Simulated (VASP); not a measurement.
# Ti2SnTe2 (I4/mmm) in VASP: relaxation of cell and atoms with PBE

Aim: the relaxation of cell and atoms of Ti2SnTe2 with PBE.

Everything below comes from runs of VASP 6.6.1. Logs are shortened: lines on timing, memory, paths and dates and some standing lists are left out, and cuts for length are marked.

## (1) The structure

The structure is tetragonal, space group I4/mmm (No. 139). Conventional cell: a = 4.269 Å, b = 4.269 Å, c = 13.054 Å, α = 90.00°, β = 90.00°, γ = 90.00°. Around Ti (site symmetry 4mm) lie 4 Te at 2.55 Å. Sn (site symmetry 4/mmm) has 8 Ti at 3.55 Å and 8 Te at 3.90 Å as nearest neighbours. Te (site symmetry -4m2) has 4 Ti at 2.55 Å as nearest neighbours.

The cell was built by a generator and needn't be a form met in nature.

## (2) Relaxation of cell and atoms, PBE

The input, INCAR:

```
  ALGO = Fast
  EDIFF = 1E-4
  EDIFFG = -0.08
  ENCUT = 520
  GGA = PE
  IBRION = 2
  ISIF = 3
  ISMEAR = 0
  LASPH = T
  LCHARG = F
  LREAL = F
  LWAVE = F
  NELM = 60
  NSW = 24
  PREC = Normal
  SIGMA = 0.15
```

The input, KPOINTS:

```
k-points
0
Gamma
  5 5 5
```

The input, POSCAR:

```
Ti2SnTe2
1.0
   -2.1345368800      2.1345368800      6.5268363000
    2.1345368800     -2.1345368800      6.5268363000
    2.1345368800      2.1345368800     -6.5268363000
Ti Sn Te
2 1 2
Direct
    0.6424332300      0.6424332300      0.0000000000
    0.3575667700      0.3575667700      0.0000000000
    0.0000000000      0.0000000000      0.0000000000
    0.2500000000      0.7500000000      0.5000000000
    0.7500000000      0.2500000000      0.5000000000
```

Potentials or basis: VASP PAW PBE potentials, release 64 (Ti_sv, Sn_d, Te).

Command:

```console
$ cat potpaw_PBE.64/Ti_sv/POTCAR potpaw_PBE.64/Sn_d/POTCAR potpaw_PBE.64/Te/POTCAR > POTCAR
$ mpirun -np 1 vasp_std > vasp.out
```

OUTCAR:

```text
EDIFF = 1E-4
   EDIFFG = -0.08
   ENCUT = 520
   GGA = PE
   IBRION = 2
   ISIF = 3
   ISMEAR = 0
   LASPH = T
   LREAL = F
   NELM = 60
   NSW = 24
   PREC = Normal

 ion  position               nearest neighbor table
   1  0.642  0.642  0.000-   4 2.55   5 2.55   4 2.55   5 2.55
   2  0.358  0.358  0.000-   4 2.55   5 2.55   4 2.55   5 2.55
   3  0.000  0.000  0.000-
   4  0.250  0.750  0.500-   2 2.55   1 2.55   2 2.55   1 2.55   5 3.02   5 3.02   5 3.02   5 3.02

   5  0.750  0.250  0.500-   2 2.55   1 2.55   2 2.55   1 2.55   4 3.02   4 3.02   4 3.02   4 3.02

  LATTYP: Found a body centered tetragonal cell.
 ALAT       =     4.2690737600
 C/A-ratio  =     3.0577294593

  Lattice vectors:

 A1 = (  -2.1345368800,   2.1345368800,   6.5268363000)
 A2 = (   2.1345368800,  -2.1345368800,   6.5268363000)
 A3 = (   2.1345368800,   2.1345368800,  -6.5268363000)

Analysis of symmetry for initial positions (statically):
=====================================================================
 Subroutine PRICEL returns:
 Original cell was already a primitive cell.

 Routine SETGRP: Setting up the symmetry group for a
 body centered tetragonal supercell.

 Subroutine GETGRP returns: Found 16 space group operations
 (whereof 16 operations were pure point group operations)
 out of a pool of 16 trial point group operations.

The static configuration has the point symmetry D_4h.

Analysis of symmetry for dynamics (positions and initial velocities):
=====================================================================
 Subroutine PRICEL returns:
 Original cell was already a primitive cell.

 Routine SETGRP: Setting up the symmetry group for a
 body centered tetragonal supercell.

 Subroutine GETGRP returns: Found 16 space group operations
 (whereof 16 operations were pure point group operations)
 out of a pool of 16 trial point group operations.

The dynamic configuration has the point symmetry D_4h.

 Subroutine INISYM returns: Found 16 space group operations
 (whereof 16 operations are pure point group operations),
 and found     1 'primitive' translations

----------------------------------------------------------------------------------------

[... 127 lines left out ...]
  volume of cell :      118.95
 maximum number of plane-waves:      3215
   NGX = 27   NGY = 27   NGZ = 27

--------------------------------------- Ionic step        1  -------------------------------------------

 number of electron      50.0000008 magnetization

 Free energy of the ion-electron system (eV)
  ---------------------------------------------------
  ext. energy  EPLUGINS =         0.00000000
  ---------------------------------------------------
  free energy    TOTEN  =       -23.29319114 eV

  energy without entropy =      -23.21033560  energy(sigma->0) =      -23.25176337

------------------------ aborting loop because EDIFF is reached ----------------------------------------

  FORCE on cell =-STRESS in cart. coord.  units (eV):
  Direction    XX          YY          ZZ          XY          YZ          ZX
  --------------------------------------------------------------------------------------
  -------------------------------------------------------------------------------------
  Total       14.3451850     14.3451850      8.7528086      0.0000000     -0.0000000      0.0000000
  in kB      193.2176061    193.2176061    117.8929879      0.0000000     -0.0000000      0.0000000
  external PRESSURE =     168.1094001 kB  Pullay stress =       0.0000000 kB
[... 26 lines left out ...]
--------------------------------------- Ionic step        2  -------------------------------------------

 number of electron      50.0000010 magnetization

------------------------ aborting loop EDIFF was not reached (unconverged)  ----------------------------

  FORCE on cell =-STRESS in cart. coord.  units (eV):
  Direction    XX          YY          ZZ          XY          YZ          ZX
  --------------------------------------------------------------------------------------
  -------------------------------------------------------------------------------------
  Total        4.1801410      4.1801410     -1.0944890      0.0000000      0.0000000      0.0000000
  in kB       40.0611926     40.0611926    -10.4892475      0.0000000      0.0000000      0.0000000
  external PRESSURE =      23.2110459 kB  Pullay stress =       0.0000000 kB
[... 26 lines left out ...]
--------------------------------------- Ionic step        3  -------------------------------------------

 number of electron      50.0000022 magnetization

------------------------ aborting loop EDIFF was not reached (unconverged)  ----------------------------

  FORCE on cell =-STRESS in cart. coord.  units (eV):
  Direction    XX          YY          ZZ          XY          YZ          ZX
  --------------------------------------------------------------------------------------
  -------------------------------------------------------------------------------------
  Total      -10.0592282    -10.0592282    -12.6978795      0.0000000      0.0000000      0.0000000
  in kB      -91.2142298    -91.2142298   -115.1407720      0.0000000      0.0000000      0.0000000
  external PRESSURE =     -99.1897439 kB  Pullay stress =       0.0000000 kB
[... 1225 lines left out ...]
     29       8.8980      0.00000
     30      10.2407      0.00000

[... ionic steps 4 to 18 ...]

--------------------------------------- Ionic step       19  -------------------------------------------

 number of electron      50.0000017 magnetization

------------------------ aborting loop because EDIFF is reached ----------------------------------------
[... 73 lines left out ...]
--------------------------------------- Ionic step       21  -------------------------------------------

 number of electron      50.0000015 magnetization

 Free energy of the ion-electron system (eV)
  ---------------------------------------------------
  ext. energy  EPLUGINS =         0.00000000
  ---------------------------------------------------
  free energy    TOTEN  =       -25.61979123 eV

  energy without entropy =      -25.57177727  energy(sigma->0) =      -25.59578425

 E-fermi :   8.3744     XC(G=0): -10.4201

 val. band max:        8.3130835311   @ k =  -0.2000   0.4000   0.2000
 cond. band min:       8.3908537022   @ k =  -0.4000  -0.4000   0.4000
 fundamental gap:      0.0777701712
 Fermi energy:         8.3743755304
[... 624 lines left out ...]
  FREE ENERGIE OF THE ION-ELECTRON SYSTEM (eV)
  ---------------------------------------------------
  free  energy   TOTEN  =       -25.6197912350 eV

  energy  without entropy=      -25.5717772723  energy(sigma->0) =      -25.59578425

 reached required accuracy - stopping structural energy minimisation
```

Run time: 31 min. Hardware: 1 thread of Intel Xeon Platinum 8559C (Emerald Rapids), shared host; peak memory 0.32 GiB.

What came out:

```
Free energy                            : -25.6198 eV
Relaxed volume                         : 24.09 Å³/atom
Relaxed cell                           : a = 7.234 Å, b = 7.234 Å, c = 7.234 Å, α = 145.57°, β = 145.57°, γ = 49.49°
Space group after relaxing (to 0.05 Å) : I4/mmm (No. 139)
Energy gained by relaxing              : 465.3 meV/atom
Ionic steps                            : 21
Pressure after relaxing                : 0.0 GPa
Largest force after relaxing           : 0.006 eV/Å
Band gap on the k mesh                 : none (metal or under the smearing width)
```

Forces in eV/Å, atoms in the order of the input:
```
Ti   0.000  0.000  0.006
Ti   0.000  0.000 -0.006
Sn   0.000  0.000  0.000
Te   0.000  0.000  0.000
Te   0.000  0.000  0.000
```

The path:
```tsv
step	energy change (eV)	largest force (eV/Å)	pressure (GPa)	volume (Å³)
1	0.0000	5.0255	16.81	118.95
2	7.3181	0.0107	2.32	167.18
3	-0.0193	0.8686	-9.92	176.69
4	-0.5541	0.6457	-9.09	169.04
5	-1.9148	1.5476	2.56	126.02
6	-1.9637	1.1070	-0.35	131.15
7	-1.9628	1.1666	0.22	130.45
8	-2.0740	0.9653	0.25	128.00
9	-2.1526	0.1752	1.21	120.75
10	-2.1831	0.4428	1.06	123.44
11	-2.1851	0.3285	1.21	122.81
12	-2.2161	0.1582	-1.40	126.69
13	-2.2190	0.0477	-1.07	125.84
14	-2.2675	0.0496	-1.13	124.22
15	-2.2664	0.1495	0.41	118.74
16	-2.3021	0.0192	-0.32	122.83
17	-2.3245	0.0831	-1.12	120.84
18	-2.3243	0.0316	-0.47	121.41
19	-2.3254	0.0363	-0.53	121.18
20	-2.3215	0.0757	0.79	118.85
21	-2.3266	0.0064	-0.03	120.45
```

Final structure:
```xyz
5
Lattice="-2.1409 2.1409 6.5694 2.1409 -2.1409 6.5694 2.1409 2.1409 -6.5694" Properties=species:S:1:pos:R:3 pbc="T T T"
Ti    0.0000    0.0000    7.9446
Ti    0.0000    0.0000    5.1943
Sn    0.0000    0.0000    0.0000
Te    2.1409    0.0000    3.2847
Te    0.0000    2.1409    3.2847
```

Caveat: the k mesh is coarse (spacing up to 0.42 Å⁻¹), so the values aren't converged; the relaxation stopped at a loose force limit of 0.08 eV/Å, so its end isn't a converged minimum.
